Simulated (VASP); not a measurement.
The system is CsSi2.

```
CELL_PARAMETERS angstrom
6.37157 0.00000 0.00000
-3.18578 5.51794 0.00000
0.00000 0.00000 4.47866
ATOMIC_POSITIONS crystal
Cs 0.00000 0.00000 0.00000
Si 0.66667 0.33333 0.25039
Si 0.66667 0.33333 0.74961
```

The cell was built by a generator and needn't be a form met in nature.

- Program: VASP 6.6.1
- Task: relaxation of cell and atoms
- Functional: LDA
- Potentials or basis: VASP PAW LDA potentials, release 64 (Cs_sv, Si)
- Cutoff: 600 eV
- k mesh: 5 × 5 × 6
- Occupations: fermi-dirac, width 0.05 eV
- Spin: no spin polarisation

At the start: pressure -1.5 GPa; volume 52.49 Å³/atom.

Question: Where does the relaxation end?

Answer: Over 19 steps the energy falls by 36.8 meV/atom and the volume is 46.64 Å³/atom (-11.1 %); space group P-6m2 (No. 187, to 0.05 Å).

Step by step:
| step | energy change (eV) | largest force (eV/Å) | pressure (GPa) | volume (Å³) |
| --- | --- | --- | --- | --- |
| 1 | 0.0000 | 0.1596 | -1.49 | 157.46 |
| 2 | -0.0906 | 0.4629 | -0.19 | 146.58 |
| 3 | -0.0911 | 0.4363 | -0.31 | 147.08 |
| 4 | -0.0982 | 0.5301 | 0.18 | 142.48 |
| 5 | -0.1013 | 0.1820 | -0.01 | 144.07 |
| 6 | -0.1073 | 0.1703 | -0.36 | 142.18 |
| 7 | -0.1077 | 0.1701 | -0.30 | 142.54 |
| 8 | -0.1097 | 0.1710 | -0.04 | 140.21 |
| 9 | -0.1100 | 0.0859 | -0.10 | 140.78 |
| 10 | -0.1102 | 0.0217 | 0.06 | 139.88 |
| 11 | -0.1103 | 0.0155 | 0.01 | 140.18 |
| 12 | -0.1104 | 0.0303 | -0.02 | 140.10 |
| 13 | -0.1104 | 0.0161 | -0.01 | 140.13 |
| 14 | -0.1104 | 0.0007 | -0.02 | 140.05 |
| 15 | -0.1104 | 0.0043 | -0.02 | 140.04 |
| 16 | -0.1104 | 0.0079 | 0.00 | 139.90 |
| 17 | -0.1104 | 0.0079 | 0.00 | 139.90 |
| 18 | -0.1104 | 0.0071 | 0.00 | 139.93 |
| 19 | -0.1104 | 0.0045 | 0.00 | 139.91 |

Final structure:
```
CELL_PARAMETERS angstrom
6.12198 -0.00003 0.00000
-3.06101 5.30178 0.00000
0.00000 0.00000 4.31060
ATOMIC_POSITIONS crystal
Cs 0.00000 0.00000 0.00000
Si 0.66667 0.33333 0.25017
Si 0.66667 0.33333 0.74983
```
